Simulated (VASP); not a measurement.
The system is Ti2SiTe2.

```
Ti Si Te
1.0
     7.30297    0.00000    0.00000
     0.00000    7.30297    0.00000
     0.00000    0.00000    4.23037
Ti Si Te
4 2 4
Direct
  0.17965 0.67965 0.50000
  0.32035 0.17965 0.50000
  0.82035 0.32035 0.50000
  0.67965 0.82035 0.50000
  0.00000 0.00000 0.00000
  0.50000 0.50000 0.00000
  0.38192 0.88192 0.00000
  0.11808 0.38192 0.00000
  0.61808 0.11808 0.00000
  0.88192 0.61808 0.00000
```

The cell was built by a generator and needn't be a form met in nature.

```yaml
Program: VASP 6.6.1
Task: relaxation of cell and atoms
Functional: PBE
Potentials_or_basis: VASP PAW PBE potentials, release 64 (Ti_sv, Si, Te)
Cutoff: 520 eV
k_mesh: 2 × 2 × 3
Occupations: gaussian, width 0.15 eV
Spin: no spin polarisation
```

At the start: pressure 2.2 GPa; volume 22.56 Å³/atom.

Question: Where does the relaxation end?

Answer: Over 20 steps the energy falls by 746.8 meV/atom and the volume is 20.91 Å³/atom (-7.3 %); space group P4/mbm (No. 127, to 0.05 Å).

The path:
| step | energy change (eV) | largest force (eV/Å) | pressure (GPa) | volume (Å³) |
| --- | --- | --- | --- | --- |
| 1 | 0.0000 | 7.6123 | 2.22 | 225.62 |
| 2 | -4.9551 | 1.8034 | -2.35 | 233.27 |
| 3 | -5.1308 | 1.3595 | -4.19 | 231.96 |
| 4 | -5.1389 | 1.4163 | -4.08 | 232.13 |
| 5 | -6.1051 | 1.9030 | 1.02 | 214.13 |
| 6 | -6.4585 | 2.0691 | 3.70 | 202.82 |
| 7 | -5.4945 | 1.6850 | 17.75 | 180.76 |
| 8 | -6.4426 | 2.1413 | 5.86 | 199.10 |
| 9 | -6.9546 | 1.3380 | 5.40 | 198.07 |
| 10 | -6.9798 | 1.0797 | 5.38 | 197.71 |
| 11 | -7.0762 | 0.6158 | 5.79 | 196.96 |
| 12 | -7.3297 | 0.4622 | 2.10 | 204.19 |
| 13 | -7.2747 | 0.3518 | -2.07 | 214.15 |
| 14 | -7.4004 | 0.4132 | -0.91 | 210.91 |
| 15 | -7.4008 | 0.4223 | -0.72 | 210.51 |
| 16 | -7.4234 | 0.3076 | -0.37 | 209.84 |
| 17 | -7.4449 | 0.2343 | 0.09 | 208.52 |
| 18 | -7.4470 | 0.2402 | 0.29 | 208.05 |
| 19 | -7.4585 | 0.1381 | 0.09 | 208.42 |
| 20 | -7.4676 | 0.0226 | -0.05 | 209.05 |

Final structure:
```
CELL_PARAMETERS angstrom
7.81018 0.00000 0.00000
0.00000 7.81018 0.00000
0.00000 0.00000 3.42716
ATOMIC_POSITIONS crystal
Ti 0.15050 0.65050 0.50000
Ti 0.34950 0.15050 0.50000
Ti 0.84950 0.34950 0.50000
Ti 0.65050 0.84950 0.50000
Si 0.00000 0.00000 0.00000
Si 0.50000 0.50000 0.00000
Te 0.35424 0.85424 0.00000
Te 0.14576 0.35424 0.00000
Te 0.64576 0.14576 0.00000
Te 0.85424 0.64576 0.00000
```

Caveat: the k mesh is coarse (spacing up to 0.50 Å⁻¹), so the values aren't converged; the relaxation stopped at a loose force limit of 0.08 eV/Å, so its end isn't a converged minimum.
